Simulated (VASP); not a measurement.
Data:

```yaml
crystal:
  lattice:
    - [3.98890, 0.00000, 0.00000]
    - [0.00000, 3.98890, 0.00000]
    - [0.00000, 0.00000, 9.33319]
  atoms:
    - { symbol: La, position: [0.00000, 0.00000, 0.00000] }
    - { symbol: Bi, position: [0.50000, 0.50000, 0.27838] }
    - { symbol: Bi, position: [0.50000, 0.50000, 0.72162] }
    - { symbol: Cl, position: [0.00000, 0.00000, 0.50000] }
    - { symbol: O, position: [0.00000, 0.50000, 0.16166] }
    - { symbol: O, position: [0.00000, 0.50000, 0.83834] }
    - { symbol: O, position: [0.50000, 0.00000, 0.16166] }
    - { symbol: O, position: [0.50000, 0.00000, 0.83834] }
```

All values below come from LDA (Ceperley-Alder, Perdew-Zunger), VASP's LDA PAW potentials (set 64) (plane waves; VASP). Run with 400 eV cut-off, 6×6×3 Γ-centred mesh, Fermi-Dirac smearing of 0.020 eV, potentials La Bi_d Cl O.

At this cut-off the stress carries a Pulay error, which pulls relaxed volumes low.

Task: Give the force on each atom (eV/Å).

Result: 
```tsv
atom	Fx	Fy	Fz
La1	0.000	0.000	0.000
Bi2	0.000	0.000	-0.518
Bi3	0.000	0.000	0.518
Cl4	0.000	0.000	0.000
O5	0.000	0.000	0.110
O6	0.000	0.000	-0.110
O7	0.000	0.000	0.110
O8	0.000	0.000	-0.110
```

Task: Give the stress tensor in GPa (positive for a compressed cell).

Result: 
```
-9.73   0.00   0.00
 0.00  -9.73   0.00
 0.00   0.00  -9.03
```
The pressure is its mean diagonal, -9.50 GPa.

The structure comes from a computed database's LaBi2ClO4 entry (P4/mmm); how it stands against other phases isn't given here. The cell was not relaxed at this level.
